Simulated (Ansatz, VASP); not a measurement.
**Mg3ZnC in VASP and in Ansatz**

```xyz
5
Lattice="4.4069 0.0000 0.0000 0.0000 4.4069 0.0000 0.0000 0.0000 4.4069" Properties=species:S:1:pos:R:3 pbc="T T T"
Zn    0.0000    0.0000    0.0000
Mg    2.2035    0.0000    2.2035
Mg    2.2035    2.2035    0.0000
Mg    0.0000    2.2035    2.2035
C     2.2035    2.2035    2.2035
```

The cell comes from a database or a generator and needn't be the stable form of this composition.

Alike in both runs: task single point; functional PBE; k mesh 6 × 6 × 6; occupations fermi-dirac, width 0.05 eV; no spin polarisation.

|  | VASP | Ansatz |
| --- | --- | --- |
| version | VASP 6.6.1 | Ansatz 0.2.0 |
| potentials or method | VASP PAW PBE potentials, release 64 (Zn, Mg, C) | Ansatz PAW |
| plane-wave cutoff (eV) | 520 | 420 |
| valence electrons in the cell | 22 | 46 |

```csv
,VASP,Ansatz,Ansatz less VASP
gap on the k mesh at the Fermi level (eV),none,none,-
pressure (GPa),-0.3,-0.2,+0.13
```

A gap of «none» marks a metal or a gap that the smearing closes. With one functional, cell and mesh, what is left measures potentials, basis and numerics. The two sets of potentials don't hold the same shells in valence.
